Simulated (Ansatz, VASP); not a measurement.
## One calculation of LaF4, two programs

```
CELL_PARAMETERS angstrom
0.00000 3.57409 3.95559
3.35934 0.00000 3.95559
3.35934 3.57409 0.00000
ATOMIC_POSITIONS crystal
La 0.50000 0.50000 0.50000
F 0.00000 0.50000 0.00000
F 0.50000 0.00000 0.50000
F 0.78796 0.78796 0.21204
F 0.21204 0.21204 0.78796
```

Alike in both runs: task single point; functional PBE; k mesh 4 × 4 × 4; occupations gaussian, width 0.1 eV; no spin polarisation.

```csv
,VASP,Ansatz
version,VASP 6.6.1,Ansatz 0.2.0
potentials or method,"VASP PAW PBE potentials, release 64 (La, F)","scalar-relativistic, plane waves, PAW"
plane-wave cutoff (eV),520,420
valence electrons in the cell,39,39
```

Ansatz gave:

```
gap on the k mesh at the Fermi level (eV)       : none
pressure (GPa)                                  : 18.9
largest component of the traceless stress (GPa) : 49.05
rms of the force components (eV/Å)              : 0.677
```

Question: Which values does VASP return?

Answer: gap on the k mesh at the Fermi level (eV): none; pressure (GPa): 18.6; largest component of the traceless stress (GPa): 49.01; rms of the force components (eV/Å): 0.675.

Atom by atom the forces differ by 0.001 eV/Å (rms over components). A gap of «none» marks a metal or a gap that the smearing closes. The functional is the same, so the differences come from potentials, cutoffs and numerics.

Caveats: the k mesh is coarse (spacing up to 0.38 Å⁻¹), so the values aren't converged; so large a pressure means that the cell lies far from this level's equilibrium, or that cutoff or potentials fall short (VASP); an odd number of electrons without spin polarisation forces a metal; a magnetic or distorted state may lie lower. Spin-orbit coupling is left out, which matters for the levels of La.
